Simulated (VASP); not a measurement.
A convergence study with VASP on Ni$_{3}$Si (L1_2): one setting is varied, all else stays as given below, so the limit is that of these other settings.

```
CELL_PARAMETERS angstrom
      3.51000     0.00000     0.00000
      0.00000     3.51000     0.00000
      0.00000     0.00000     3.51000
ATOMIC_POSITIONS crystal
  Si 0.00000 0.00000 0.00000
  Ni 0.00000 0.50000 0.50000
  Ni 0.50000 0.00000 0.50000
  Ni 0.50000 0.50000 0.00000
```

Method: PBE GGA, VASP's PBE PAW potentials (set 64) (plane waves; VASP 6.6.1). The tightest run used: 550 eV cut-off, 18×18×18 Γ-centred mesh, tetrahedra with Blöchl corrections, potentials Si Ni.

```json
[
 {"setting": "3×3×3 mesh", "E (eV/atom)": "-5.8803", "pressure (GPa)": "0.43", "irreducible k-points": "4"},
 {"setting": "4×4×4 mesh", "E (eV/atom)": "-5.9248", "pressure (GPa)": "-0.59", "irreducible k-points": "10"},
 {"setting": "5×5×5 mesh", "E (eV/atom)": "-5.9212", "pressure (GPa)": "-0.74", "irreducible k-points": "10"}
]
```

Problem. These are the cheaper rows. Estimate the results at 18×18×18 mesh, and how far the last row shown lies from them.

Solution. 
```tsv
quantity	tightest run	last row shown is off by
E (eV/atom)	-5.9199	-0.0013
pressure (GPa)	-0.71	-0.04
```

Left out are rungs that failed or repeat a setting and relaxations that didn't move; long series are thinned to 24 rows.

The compound is Ni3Si in the L1_2 structure. The cell was not relaxed at this level. The run is not spin-polarised, so no magnetic state was tried.
